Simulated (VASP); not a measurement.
## LaBr4: single point with PBE

The system is LaBr4.

```
Br La
1.0
     4.34870    4.56644    0.00000
     4.34870   -4.56644    0.00000
     0.00000    0.00000   -3.90500
Br La
4 1
Direct
  0.18940 0.81060 0.50000
  0.81060 0.18940 0.50000
  0.28520 0.28520 0.00000
  0.71480 0.71480 0.00000
  0.00000 0.00000 0.00000
```

The cell was built by a generator and needn't be a form met in nature.

```json
{
 "Program": "VASP 6.6.1",
 "Task": "single point",
 "Functional": "PBE",
 "Potentials or basis": "VASP PAW PBE potentials, release 64 (Br, La)",
 "Cutoff": "520 eV",
 "k mesh": "3 × 3 × 5",
 "Occupations": "fermi-dirac, width 0.0599 eV",
 "Spin": "no spin polarisation",
 "Dipole correction": "no",
 "Further INCAR settings": "ALGO = Normal; EDIFF = 1e-07; NBANDS = 28"
}
```

```json
{"Pressure": "19.7 GPa", "Largest force": "4.256 eV/Å", "Band gap on the k mesh": "none (metal or under the smearing width)"}
```

Forces on the atoms (eV/Å):
```
Br   0.000  4.221  0.000
Br   0.000 -4.221  0.000
Br   4.256  0.000  0.000
Br  -4.256  0.000  0.000
La   0.000  0.000  0.000
```

Stress tensor (GPa, compression positive):
```
20.15  0.00  0.00
 0.00 16.21  0.00
 0.00  0.00 22.77
```

Levels at points of the mesh, in eV from the Fermi level:
| k point | band 16 | band 17 | band 18 | band 19 | band 20 | band 21 | band 22 | band 23 |
| --- | --- | --- | --- | --- | --- | --- | --- | --- |
| (0.00, 0.00, 0.00) | -0.62 | -0.35 | -0.19 | 0.18 | 0.31 | 4.15 | 5.39 | 5.58 |

It took 79 s on 1 thread of AMD EPYC 7R43 64-Core Processor (Zen 3), with other jobs on the host, peak memory 0.23 GiB.

Caveat: so large a pressure means that the cell lies far from this level's equilibrium, or that cutoff or potentials fall short; an odd number of electrons without spin polarisation forces a metal; a magnetic or distorted state may lie lower. Spin-orbit coupling is left out, which matters for the levels of La.
